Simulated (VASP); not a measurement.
NaF (rock salt), at 1.04 of the tabulated volume:

```xyz
2
Lattice="0.0000 2.3455 2.3455 2.3455 0.0000 2.3455 2.3455 2.3455 0.0000" Properties=species:S:1:pos:R:3 pbc="T T T"
Na     0.0000     0.0000     0.0000
F      2.3455     2.3455     2.3455
```

The lowest empty band near Γ, direction [110], from PBE with spin-orbit coupling in VASP (PAW); its two spin partners are averaged. The gap over the points computed is 6.09 eV, and the next band on that side lies 12.61 eV away at the edge.

Numerical set-up: 520 eV cut-off, 11×11×11 Γ-centred mesh, Gaussian smearing of 0.050 eV, potentials Na_pv F.

| distance from the edge in k (1/Å) | distance in energy (meV) |
|---|---|
| 0.025 | 4.3 |
| 0.035 | 8.4 |
| 0.050 | 17.0 |
| 0.070 | 33.1 |

### Question
Fit E(1 + αE) = ħ²k²/2m* (ħ²/2m0 = 3.810 eV Å²) and predict the row at 0.095 1/Å.

### Answer
The rows don't resolve α, so a parabola serves: the electron mass is m* = 0.563 m0, and so 61.1 meV. The run gave 60.7 meV, -0.4 meV from the fit.

Left out are points under 3 meV from the edge, since the levels carry 0.1 meV, and points farther than half the way to the next band.

The compound is NaF in the rock salt structure. The cell was not relaxed at this level.
